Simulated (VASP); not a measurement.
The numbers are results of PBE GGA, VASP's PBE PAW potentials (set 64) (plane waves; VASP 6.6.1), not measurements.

VASP input:

**POSCAR**
```
Al32As31Si
1
   11.4648462108     0.0000000000     0.0000000000
    0.0000000000    11.4648462108    -0.0000000000
   -0.0000000000    -0.0000000000    11.4648462108
Al As Si
32 31 1
Direct
  0.5000000000   0.0000000000   0.0000000000
  0.7500000000   0.2500000000   0.0000000000
  0.7500000000   0.0000000000   0.2500000000
  0.0000000000   0.0000000000   0.0000000000
  0.2500000000   0.2500000000   0.0000000000
  0.5000000000   0.5000000000   0.0000000000
  0.7500000000   0.7500000000   0.0000000000
  0.2500000000   0.0000000000   0.2500000000
  0.4978540000   0.2461960000   0.2537740000
  0.7490380000   0.4989290000   0.2513390000
  0.5000000000   0.0000000000   0.5000000000
  0.7523820000   0.2483390000   0.5042240000
  0.7500000000   0.0000000000   0.7500000000
  0.0000000000   0.5000000000   0.0000000000
  0.2500000000   0.7500000000   0.0000000000
  0.0000000000   0.2500000000   0.2500000000
  0.2500000000   0.5000000000   0.2500000000
  0.5000000000   0.7500000000   0.2500000000
  0.0000000000   0.0000000000   0.5000000000
  0.2500000000   0.2500000000   0.5000000000
  0.4995310000   0.4975660000   0.5034070000
  0.7500000000   0.7500000000   0.5000000000
  0.2500000000   0.0000000000   0.7500000000
  0.5000000000   0.2500000000   0.7500000000
  0.7500000000   0.5000000000   0.7500000000
  0.0000000000   0.7500000000   0.2500000000
  0.0000000000   0.5000000000   0.5000000000
  0.2500000000   0.7500000000   0.5000000000
  0.0000000000   0.2500000000   0.7500000000
  0.2500000000   0.5000000000   0.7500000000
  0.5000000000   0.7500000000   0.7500000000
  0.0000000000   0.7500000000   0.7500000000
  0.6250000000   0.1250000000   0.1250000000
  0.8750000000   0.3750000000   0.1250000000
  0.8750000000   0.1250000000   0.3750000000
  0.1250000000   0.1250000000   0.1250000000
  0.3750000000   0.3750000000   0.1250000000
  0.6250000000   0.6250000000   0.1250000000
  0.8750000000   0.8750000000   0.1250000000
  0.3750000000   0.1250000000   0.3750000000
  0.8750000000   0.6250000000   0.3750000000
  0.6250000000   0.1250000000   0.6250000000
  0.8750000000   0.3750000000   0.6250000000
  0.8750000000   0.1250000000   0.8750000000
  0.1250000000   0.6250000000   0.1250000000
  0.3750000000   0.8750000000   0.1250000000
  0.1250000000   0.3750000000   0.3750000000
  0.3750000000   0.6250000000   0.3750000000
  0.6250000000   0.8750000000   0.3750000000
  0.1250000000   0.1250000000   0.6250000000
  0.3750000000   0.3750000000   0.6250000000
  0.6250000000   0.6250000000   0.6250000000
  0.8750000000   0.8750000000   0.6250000000
  0.3750000000   0.1250000000   0.8750000000
  0.6250000000   0.3750000000   0.8750000000
  0.8750000000   0.6250000000   0.8750000000
  0.1250000000   0.8750000000   0.3750000000
  0.1250000000   0.6250000000   0.6250000000
  0.3750000000   0.8750000000   0.6250000000
  0.1250000000   0.3750000000   0.8750000000
  0.3750000000   0.6250000000   0.8750000000
  0.6250000000   0.8750000000   0.8750000000
  0.1250000000   0.8750000000   0.8750000000
  0.6254120000   0.3791280000   0.3785100000
```

**INCAR**
```
ENCUT = 400   ! plane-wave cut-off (eV)
GGA = PE
NSW = 60   ! most ionic steps
LREAL = Auto   ! projection in real space or not
NELM = 100
NELMIN = 4
SIGMA = 0.05   ! width (eV)
PREC = Normal
LMAXMIX = 4
LWAVE = .True.
IBRION = 2   ! conjugate gradients
ISMEAR = 0   ! Gaussian
LASPH = .True.   ! aspherical one-centre terms
LCHARG = .False.
NELECT = 256.0
EDIFF = 1E-5
ISYM = 0
ISIF = 2   ! forces and stress, cell fixed
ALGO = Fast
EDIFFG = -0.03   ! ionic stop
SYSTEM = Al32As31Si
```

**KPOINTS**
```
kpoints
0
Gamma
1 1 1
```

POTCAR, in this order: Al As Si (PBE.64 set). Program: vasp_gam.

What VASP printed:

**OSZICAR**
```
       N       E                     dE             d eps       ncg     rms          rms(c)
DAV:   1     0.131698866970E+04    0.13170E+04   -0.91587E+04   322   0.111E+03
DAV:   2    -0.134885888632E+03   -0.14519E+04   -0.13733E+04   427   0.197E+02
DAV:   3    -0.294803576409E+03   -0.15992E+03   -0.15804E+03   380   0.659E+01
DAV:   4    -0.299454082893E+03   -0.46505E+01   -0.46371E+01   372   0.128E+01
DAV:   5    -0.299555443977E+03   -0.10136E+00   -0.10116E+00   396   0.207E+00    0.182E+01
RMM:   6    -0.292144782632E+03    0.74107E+01   -0.12214E+01   322   0.468E+00    0.107E+01
RMM:   7    -0.291242080015E+03    0.90270E+00   -0.15208E+01   325   0.515E+00    0.358E+00
RMM:   8    -0.291198396777E+03    0.43683E-01   -0.24725E+00   322   0.261E+00    0.121E+00
RMM:   9    -0.291131876691E+03    0.66520E-01   -0.22701E-01   322   0.872E-01    0.393E-01
RMM:  10    -0.291145618207E+03   -0.13742E-01   -0.11274E-01   322   0.479E-01    0.365E-01
RMM:  11    -0.291139810952E+03    0.58073E-02   -0.31815E-02   322   0.299E-01    0.824E-02
RMM:  12    -0.291140122820E+03   -0.31187E-03   -0.21812E-03   327   0.101E-01    0.457E-02
RMM:  13    -0.291140075861E+03    0.46959E-04   -0.85296E-04   322   0.555E-02    0.110E-02
RMM:  14    -0.291140096768E+03   -0.20907E-04   -0.25864E-04   326   0.297E-02    0.150E-02
RMM:  15    -0.291140100204E+03   -0.34355E-05   -0.41669E-05   231   0.124E-02
   1 F= -.29114010E+03 E0= -.29114010E+03  d E =-.291140E+03
       N       E                     dE             d eps       ncg     rms          rms(c)
DAV:   1    -0.291341720440E+03   -0.20162E+00   -0.35207E+00   356   0.343E+00    0.732E-01
RMM:   2    -0.291353453007E+03   -0.11733E-01   -0.21778E-01   322   0.816E-01    0.272E-01
RMM:   3    -0.291354567605E+03   -0.11146E-02   -0.46213E-02   325   0.360E-01    0.183E-01
RMM:   4    -0.291355046704E+03   -0.47910E-03   -0.94308E-03   338   0.163E-01    0.101E-01
RMM:   5    -0.291355194590E+03   -0.14789E-03   -0.15770E-03   335   0.816E-02    0.373E-02
RMM:   6    -0.291355240775E+03   -0.46186E-04   -0.36679E-04   340   0.406E-02    0.158E-02
RMM:   7    -0.291355248346E+03   -0.75705E-05   -0.93988E-05   287   0.193E-02
   2 F= -.29135525E+03 E0= -.29135525E+03  d E =-.215148E+00
       N       E                     dE             d eps       ncg     rms          rms(c)
DAV:   1    -0.291368525599E+03   -0.13285E-01   -0.42408E-01   364   0.119E+00    0.256E-01
RMM:   2    -0.291369899699E+03   -0.13741E-02   -0.26170E-02   322   0.285E-01    0.964E-02
RMM:   3    -0.291370021904E+03   -0.12221E-03   -0.56004E-03   325   0.126E-01    0.644E-02
RMM:   4    -0.291370082007E+03   -0.60103E-04   -0.11324E-03   335   0.572E-02    0.375E-02
RMM:   5    -0.291370100183E+03   -0.18176E-04   -0.19805E-04   322   0.291E-02    0.127E-02
RMM:   6    -0.291370105941E+03   -0.57579E-05   -0.47246E-05   257   0.146E-02
   3 F= -.29137011E+03 E0= -.29137011E+03  d E =-.230006E+00
       N       E                     dE             d eps       ncg     rms          rms(c)
DAV:   1    -0.291385639489E+03   -0.15539E-01   -0.40693E-01   356   0.121E+00    0.240E-01
RMM:   2    -0.291387406197E+03   -0.17667E-02   -0.25272E-02   322   0.289E-01    0.872E-02
RMM:   3    -0.291387561959E+03   -0.15576E-03   -0.40426E-03   323   0.124E-01    0.576E-02
RMM:   4    -0.291387572478E+03   -0.10520E-04   -0.95385E-04   324   0.567E-02    0.259E-02
RMM:   5    -0.291387592623E+03   -0.20145E-04   -0.21235E-04   337   0.287E-02    0.159E-02
RMM:   6    -0.291387594684E+03   -0.20607E-05   -0.36757E-05   230   0.136E-02
   4 F= -.29138759E+03 E0= -.29138759E+03  d E =-.174887E-01
       N       E                     dE             d eps       ncg     rms          rms(c)
DAV:   1    -0.291389380868E+03   -0.17882E-02   -0.10564E-01   356   0.616E-01    0.124E-01
RMM:   2    -0.291389847112E+03   -0.46624E-03   -0.66202E-03   322   0.148E-01    0.451E-02
RMM:   3    -0.291389893236E+03   -0.46124E-04   -0.10770E-03   323   0.642E-02    0.299E-02
RMM:   4    -0.291389897285E+03   -0.40484E-05   -0.25067E-04   326   0.293E-02    0.136E-02
RMM:   5    -0.291389902297E+03   -0.50124E-05   -0.53526E-05   263   0.148E-02
   5 F= -.29138990E+03 E0= -.29138990E+03  d E =-.197964E-01
       N       E                     dE             d eps       ncg     rms          rms(c)
DAV:   1    -0.291393033333E+03   -0.31360E-02   -0.13391E-01   340   0.669E-01    0.117E-01
RMM:   2    -0.291393679734E+03   -0.64640E-03   -0.83951E-03   322   0.160E-01    0.440E-02
RMM:   3    -0.291393776588E+03   -0.96854E-04   -0.13236E-03   322   0.689E-02    0.300E-02
RMM:   4    -0.291393783514E+03   -0.69260E-05   -0.21952E-04   327   0.293E-02    0.140E-02
RMM:   5    -0.291393786649E+03   -0.31344E-05   -0.45741E-05   238   0.144E-02
   6 F= -.29139379E+03 E0= -.29139379E+03  d E =-.388435E-02
       N       E                     dE             d eps       ncg     rms          rms(c)
DAV:   1    -0.291394174692E+03   -0.39118E-03   -0.52474E-02   356   0.420E-01    0.733E-02
RMM:   2    -0.291394434947E+03   -0.26025E-03   -0.33452E-03   322   0.101E-01    0.281E-02
RMM:   3    -0.291394476217E+03   -0.41270E-04   -0.53948E-04   323   0.438E-02    0.197E-02
RMM:   4    -0.291394479095E+03   -0.28786E-05   -0.86621E-05   298   0.187E-02
   7 F= -.29139448E+03 E0= -.29139448E+03  d E =-.457680E-02
       N       E                     dE             d eps       ncg     rms          rms(c)
DAV:   1    -0.291395370914E+03   -0.89470E-03   -0.17842E-02   340   0.269E-01    0.504E-02
RMM:   2    -0.291395448154E+03   -0.77240E-04   -0.11358E-03   322   0.636E-02    0.215E-02
RMM:   3    -0.291395462331E+03   -0.14177E-04   -0.20714E-04   326   0.289E-02    0.142E-02
RMM:   4    -0.291395463365E+03   -0.10338E-05   -0.38720E-05   229   0.132E-02
   8 F= -.29139546E+03 E0= -.29139546E+03  d E =-.984269E-03
       N       E                     dE             d eps       ncg     rms          rms(c)
DAV:   1    -0.291395597949E+03   -0.13562E-03   -0.69373E-03   364   0.167E-01    0.315E-02
RMM:   2    -0.291395630029E+03   -0.32080E-04   -0.45325E-04   322   0.402E-02    0.137E-02
RMM:   3    -0.291395636563E+03   -0.65340E-05   -0.84225E-05   308   0.185E-02    0.950E-03
RMM:   4    -0.291395637013E+03   -0.44966E-06   -0.14413E-05   199   0.840E-03
   9 F= -.29139564E+03 E0= -.29139564E+03  d E =-.115792E-02
```

OUTCAR:
```
------------------------ aborting loop because EDIFF is reached ----------------------------------------
  FORCE on cell =-STRESS in cart. coord.  units (eV):
  Direction    XX          YY          ZZ          XY          YZ          ZX
  --------------------------------------------------------------------------------------
  Total       11.3475332     11.3470469     11.3462758      0.0667248     -0.0089198      0.0329742
  in kB       12.0644449     12.0639279     12.0631080      0.0709403     -0.0094834      0.0350574
  external PRESSURE =      12.0638270 kB  Pullay stress =       0.0000000 kB
  volume of cell :     1506.97
      direct lattice vectors                 reciprocal lattice vectors
    11.464846211  0.000000000  0.000000000     0.087223150  0.000000000  0.000000000
     0.000000000 11.464846211  0.000000000     0.000000000  0.087223150  0.000000000
     0.000000000  0.000000000 11.464846211     0.000000000  0.000000000  0.087223150
  FREE ENERGIE OF THE ION-ELECTRON SYSTEM (eV)
  ---------------------------------------------------
  free  energy   TOTEN  =      -291.3956370127 eV

  energy  without entropy=     -291.3956370127  energy(sigma->0) =     -291.39563701

 reached required accuracy - stopping structural energy minimisation
```
(Selected blocks of OUTCAR.)

CONTCAR:
```
Al32As31Si
   1.00000000000000
    11.4648462107999993    0.0000000000000000    0.0000000000000000
     0.0000000000000000   11.4648462107999993    0.0000000000000000
     0.0000000000000000    0.0000000000000000   11.4648462107999993
  Al              As              Si
    32    31     1
Direct
     0.5006591029054211    0.0002477695546257    0.0004822711340753
     0.7499639049408989    0.2499114388717323    0.0010950895483861
     0.7500300427875711    0.0009318368290272    0.2499724068586174
     0.9998459589135766    0.0001390851501262    0.0001637659830957
     0.2504175165035091    0.2506860795600432    0.0005261003837311
     0.4998831249895404    0.4998852643280031    0.0011327360026349
     0.7493439440853823    0.7497015646380537    0.0003984844192034
     0.2499997848942921    0.9999687150690892    0.2505402915856825
     0.5036657560780097    0.2534117301592333    0.2548739778113586
     0.7460665769497928    0.4961464844286731    0.2541757149753162
     0.4999429022211213    0.0005999564162541    0.5002873802456145
     0.7469543827452488    0.2532932696792433    0.4974500307083822
     0.7494292995153012    0.9999501006703300    0.7500860508858604
     0.9996925069401287    0.4993749512690349    0.0004418887301024
     0.2501426076002986    0.7498280311803184    0.0001671605143515
     0.9990568114212063    0.2499397756676034    0.2499952190156519
     0.2510415695816475    0.5000070846544190    0.2499619757433023
     0.4999089382572022    0.7489564695353041    0.2500943303948311
     0.9998029899878865    0.0000221282332504    0.4994040810135565
     0.2505700735314537    0.2498238753890024    0.5002392156444154
     0.5032551349347061    0.4963593704435480    0.4975521910282637
     0.7500948105128846    0.7491070333715618    0.5000921492686736
     0.2501251245767002    0.0000697255519239    0.7499459429002536
     0.4999018393596416    0.2497522478146174    0.7494546107439671
     0.7501033800907311    0.5001439827251070    0.7493694082237415
     0.9997800635752927    0.7497140067133892    0.2506335817735172
     0.9992184031526063    0.5001580646574074    0.5000779262849391
     0.2502408123263824    0.7497343755655063    0.4993723779537922
     0.0000331043722864    0.2505648476894908    0.7502737594934445
     0.2499058944751936    0.4995001098856175    0.7501782983844933
     0.5005878206570973    0.7498990408263256    0.7501863744877302
     0.9999063032393481    0.7499135063628702    0.7499070003320718
     0.6240915648470788    0.1250079345454484    0.1252227311161044
     0.8749129878533094    0.3757529041751951    0.1250952555695611
     0.8751940054143479    0.1247947643912956    0.3758943675481072
     0.1250021683480228    0.1250186234382064    0.1250198750498789
     0.3751568361045080    0.3739450529291471    0.1253473897982784
     0.6257707519916560    0.6249420154931473    0.1250463402083878
     0.8750133358361908    0.8749482519526011    0.1250603646128456
     0.3744916724453606    0.1244130127891962    0.3746247940335238
     0.8751044105238293    0.6250902253358313    0.3742582506222822
     0.6257148996735037    0.1244954303893119    0.6255581808291132
     0.8756161420065545    0.3743448603334789    0.6256676959850350
     0.8749180698137090    0.1249676964239464    0.8751129470248613
     0.1249893835156874    0.6249324549378474    0.1250716658075592
     0.3750437263210320    0.8749396447567492    0.1250678558006302
     0.1249793478482673    0.3750117817922391    0.3749797691285216
     0.3749491038894374    0.6249450973794543    0.3759902571223295
     0.6250219848491873    0.8749346847712477    0.3750011489564679
     0.1248218975598490    0.1248444382309496    0.6251533114624755
     0.3744261576144153    0.3754642642152647    0.6257048626038474
     0.6242966011411473    0.6253727684286625    0.6255240166681375
     0.8749923670537578    0.8750206404364703    0.6250411455809520
     0.3749462350984323    0.1248940193530451    0.8752582999801846
     0.6249957086015303    0.3749746118240581    0.8751456835479109
     0.8750781987134859    0.6250334754956244    0.8752120422543734
     0.1249645873568359    0.8748835807026697    0.3750928898310807
     0.1250769317362116    0.6250496186236720    0.6250505350367068
     0.3749300534622528    0.8748064606815599    0.6251528409966909
     0.1250321627674730    0.3749787155725151    0.8754086083885362
     0.3750063466094282    0.6249130996414474    0.8751199648395362
     0.6249901295851276    0.8750063542586743    0.8753101875071368
     0.1249989780705426    0.8749944631032627    0.8750276394122747
     0.6251197672254560    0.3746951307070455    0.3765012902036151
```

### OUTCAR
```
 val. band max:        3.7498826899   @ k =   0.0000   0.0000   0.0000

 cond. band min:       5.0592472994   @ k =   0.0000   0.0000   0.0000


 Fermi energy:         4.0177520290

 k-point     1 :       0.0000    0.0000    0.0000
  band No.  band energies     occupation
      1      -8.0394      2.00000
      2      -7.3276      2.00000
      3      -7.3275      2.00000
      4      -7.3109      2.00000
      5      -7.3107      2.00000
      6      -7.3105      2.00000
      7      -7.2201      2.00000
      8      -6.8043      2.00000
      9      -6.8042      2.00000
     10      -6.7985      2.00000
     11      -6.7984      2.00000
     12      -6.7981      2.00000
     13      -6.7862      2.00000
     14      -6.7858      2.00000
     15      -6.7856      2.00000
     16      -6.7787      2.00000
     17      -6.7652      2.00000
     18      -6.7650      2.00000
     19      -6.7644      2.00000
     20      -6.6807      2.00000
     21      -6.6804      2.00000
     22      -6.6801      2.00000
     23      -6.3865      2.00000
     24      -6.2267      2.00000
     25      -6.2105      2.00000
     26      -6.2104      2.00000
     27      -6.1538      2.00000
     28      -6.1536      2.00000
     29      -6.1533      2.00000
     30      -6.1435      2.00000
     31      -6.1435      2.00000
     32      -3.4605      2.00000
     33      -1.8154      2.00000
     34      -1.8153      2.00000
     35      -1.8150      2.00000
     36      -1.8069      2.00000
     37      -1.7126      2.00000
     38      -1.7121      2.00000
     39      -1.7117      2.00000
     40      -1.4263      2.00000
     41      -1.4261      2.00000
     42      -1.4258      2.00000
     43      -1.3466      2.00000
     44      -1.3461      2.00000
     45      -1.3459      2.00000
     46      -0.8819      2.00000
     47      -0.8818      2.00000
     48      -0.8777      2.00000
     49      -0.8773      2.00000
     50      -0.8767      2.00000
     51      -0.8766      2.00000
...
```

The cell is charged, with a uniform compensating background. The supercell is sampled at Γ alone, which is coarse: total energies, pressure and levels can be off, energies of defects by several tenths of an eV.

The cell is a supercell with a defect, built from AlAs (zinc blende): Si_As, charge -1. The run is not spin-polarised, so no state with unpaired spins was tried.
